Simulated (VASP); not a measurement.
Data:

```xyz
1
Lattice="0.0000 2.4430 2.4430 2.4430 0.0000 2.4430 2.4430 2.4430 0.0000" Properties=species:S:1:pos:R:3 pbc="T T T"
Ho     0.0000     0.0000     0.0000
```

The numbers are results of PBEsol GGA with spin-orbit coupling, VASP's PBE PAW potentials (set 64) (plane waves; VASP), not measurements. Numerical set-up: 400 eV cut-off, 12×12×12 Γ-centred mesh, Gaussian smearing of 0.050 eV, potentials Ho_3.

The 4f electrons are frozen in the core of the lanthanide potential, so 4f levels, which can set the real gap, and their magnetism are missing.

Question: Give the energies of bands 7 to 15 at the high-symmetry points, in eV from the Fermi level.

Answer: 
```
band      Γ      X      U      L      W
----  -----  -----  -----  -----  -----
7     -5.43  -2.13  -1.24  -2.40  -0.88
8     -5.43  -2.13  -1.24  -2.40  -0.88
9      1.95  -1.11  -0.51   1.15   0.32
10     1.95  -1.11  -0.51   1.15   0.32
11     1.95   2.80   1.44   1.69   0.49
12     1.95   2.80   1.44   1.69   0.49
13     2.17   6.43   4.26   1.93   2.87
14     2.17   6.43   4.26   1.93   2.87
15     4.56   6.89   6.08   6.35   7.03
```

It has no gap at this level: it comes out as a metal or semimetal.

The structure was generated: Ho was put into the fcc type (Fm-3m), which need not be its known phase. It was relaxed first, which changed the volume by -7 %.
